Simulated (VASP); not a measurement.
A VASP calculation is set up with these files.

**INCAR**
```
ALGO = Normal
EDIFF = 1E-6
EDIFFG = -0.02
ENCUT = 500
GGA = PE
IBRION = 2
ISIF = 3
ISMEAR = 0
LASPH = .True.
LCHARG = .False.
LMAXMIX = 4
LREAL = .False.
LWAVE = .False.
NELM = 100
NSW = 40
PREC = Accurate
PSTRESS = 100
SIGMA = 0.05
SYSTEM = MgTe
```

**KPOINTS**
```
Regular mesh
0
gamma
 6 6 3
```

### POSCAR
```
MgTe
1
    2.2174588461    -3.8407517977     0.0000000000
    2.2174588461     3.8407517977     0.0000000000
    0.0000000000     0.0000000000     7.2135546609
Mg Te
2 2
Direct
  0.6666670000   0.3333330000   0.4997424137
  0.3333330000   0.6666670000   0.9997424137
  0.6666670000   0.3333330000   0.8762575863
  0.3333330000   0.6666670000   0.3762575863
```

POTCAR, in this order: Mg Te (PBE.64 set). Program: vasp_std.

Q: Translate this PBE calculation to Ansatz.

A: One equivalent input (not run):
Ansatz 0.2 input:
```yaml
crystal:
  lattice:
    - [2.2174588, -3.8407518, 0.0000000]
    - [2.2174588, 3.8407518, 0.0000000]
    - [0.0000000, 0.0000000, 7.2135547]
  atoms:
    - { symbol: Mg, position: [0.6666670, 0.3333330, 0.4997424] }
    - { symbol: Mg, position: [0.3333330, 0.6666670, 0.9997424] }
    - { symbol: Te, position: [0.6666670, 0.3333330, 0.8762576] }
    - { symbol: Te, position: [0.3333330, 0.6666670, 0.3762576] }
kpoints:
  mp_grid: { grid: [6, 6, 3] }
hamiltonian:
  xc: pbe
  pseudopotentials: { kind: paw }
scf:
  occupations: { method: gaussian, width: 0.05 }
  max_iter: 100
relax:
  max_steps: 40
  f_tol: 0.02
  cell: { p_target: 10 }
output: { forces: true, stress: true, eigenvalues: true }
```
What does not carry over: each code has its own PAW files, so the cut-off isn't converted (ENCUT is set for VASP's; basis.ecutwfc is left out, and Ansatz then takes the one that its files recommend); Ansatz stops its SCF on the density residual and VASP on the energy change (EDIFF).

The compound is MgTe in the wurtzite structure. This run relaxes it under an external pressure of 10 GPa. Symmetry was kept, so distortions that lower it aren't found.
